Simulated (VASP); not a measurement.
These are PBE GGA, VASP's PBE PAW potentials (set 64) (plane waves; VASP) values and carry that method's errors.

Input for VASP

**KPOINTS**
```
Automatic mesh
0
gamma
 1 1 1
0 0 0
```

INCAR:
```
LREAL=Auto   ! projection in real space or not
ISIF=2
ISPIN=2   ! spin-polarised
LORBIT=10
EDIFF=1E-5
MAGMOM=72*0.0139
PREC=Normal
ISMEAR=0
NELECT=289.0
GGA=PE   ! PBE
NSW=60
NUPDOWN=1
LCHARG=.FALSE.
ALGO=Fast
ISYM=0
SIGMA=0.05   ! width (eV)
IBRION=2   ! conjugate gradients
LMAXMIX=4
NELM=100
NELMIN=4
ENCUT=400
SYSTEM=BeGa35N36
LASPH=.TRUE.   ! aspherical one-centre terms
LWAVE=.FALSE.
EDIFFG=-0.03   ! ionic stop
```

**POSCAR**
```
BeGa35N36
1.0
  4.8683178927  -8.4321738171   0.0000000000
  4.8683178927   8.4321738171   0.0000000000
  0.0000000000   0.0000000000  10.5562839806
Ga N Be
35 36 1
Direct
  0.2222220000   0.1111110000   0.2500000000
  0.1111110000   0.2222220000   0.0000000000
  0.2222220000   0.1111110000   0.7500000000
  0.1075820000   0.2211740000   0.4992540000
  0.2161800000   0.4414330000   0.2457970000
  0.1111110000   0.5555560000   0.0000000000
  0.2260990000   0.4435850000   0.7485860000
  0.1102450000   0.5540330000   0.5045960000
  0.2222220000   0.7777780000   0.2500000000
  0.1111110000   0.8888890000   0.0000000000
  0.2222220000   0.7777780000   0.7500000000
  0.1111110000   0.8888890000   0.5000000000
  0.5555560000   0.1111110000   0.2500000000
  0.4444440000   0.2222220000   0.0000000000
  0.5555560000   0.1111110000   0.7500000000
  0.4461440000   0.2185300000   0.4976840000
  0.5575120000   0.4476160000   0.2539430000
  0.4444440000   0.5555560000   0.0000000000
  0.5498240000   0.4400290000   0.7534860000
  0.5602940000   0.7819460000   0.2489580000
  0.4444440000   0.8888890000   0.0000000000
  0.5493940000   0.7740510000   0.7528080000
  0.4446970000   0.8860930000   0.4977150000
  0.8888890000   0.1111110000   0.2500000000
  0.7777780000   0.2222220000   0.0000000000
  0.8888890000   0.1111110000   0.7500000000
  0.7777780000   0.2222220000   0.5000000000
  0.8888890000   0.4444440000   0.2500000000
  0.7777780000   0.5555560000   0.0000000000
  0.8888890000   0.4444440000   0.7500000000
  0.7758290000   0.5530480000   0.4974090000
  0.8888890000   0.7777780000   0.2500000000
  0.7777780000   0.8888890000   0.0000000000
  0.8888890000   0.7777780000   0.7500000000
  0.7772860000   0.8904000000   0.5000870000
  0.2222220000   0.1111110000   0.4385000000
  0.1111110000   0.2222220000   0.1885000000
  0.2222220000   0.1111110000   0.9385000000
  0.1111110000   0.2222220000   0.6885000000
  0.2230530000   0.4445900000   0.4340300000
  0.1111110000   0.5555560000   0.1885000000
  0.2222220000   0.4444440000   0.9385000000
  0.1111110000   0.5555560000   0.6885000000
  0.2222220000   0.7777780000   0.4385000000
  0.1111110000   0.8888890000   0.1885000000
  0.2222220000   0.7777780000   0.9385000000
  0.1111110000   0.8888890000   0.6885000000
  0.5555560000   0.1111110000   0.4385000000
  0.4444440000   0.2222220000   0.1885000000
  0.5555560000   0.1111110000   0.9385000000
  0.4444440000   0.2222220000   0.6885000000
  0.5519610000   0.4441200000   0.4357410000
  0.4444440000   0.5555560000   0.1885000000
  0.5555560000   0.4444440000   0.9385000000
  0.4470490000   0.5578830000   0.6904340000
  0.5553230000   0.7724720000   0.4391340000
  0.4444440000   0.8888890000   0.1885000000
  0.5555560000   0.7777780000   0.9385000000
  0.4444440000   0.8888890000   0.6885000000
  0.8888890000   0.1111110000   0.4385000000
  0.7777780000   0.2222220000   0.1885000000
  0.8888890000   0.1111110000   0.9385000000
  0.7777780000   0.2222220000   0.6885000000
  0.8888890000   0.4444440000   0.4385000000
  0.7777780000   0.5555560000   0.1885000000
  0.8888890000   0.4444440000   0.9385000000
  0.7777780000   0.5555560000   0.6885000000
  0.8888890000   0.7777780000   0.4385000000
  0.7777780000   0.8888890000   0.1885000000
  0.8888890000   0.7777780000   0.9385000000
  0.7777780000   0.8888890000   0.6885000000
  0.4397140000   0.5552520000   0.4992920000
```

POTCAR, in this order: Ga N Be (PBE.64 set). Program: vasp_gam.

What will the output report for the number of irreducible k-points (NKPTS), largest plane-wave count, FFT grid (NGX, NGY, NGZ)?

```
Item                                           Value
--------------------------------------  ------------
number of irreducible k-points (NKPTS)             1
largest plane-wave count                        7908
FFT grid (NGX, NGY, NGZ)                48 × 48 × 54
```

The cell is a supercell with a defect, built from GaN (wurtzite): Be_Ga, charge -2.
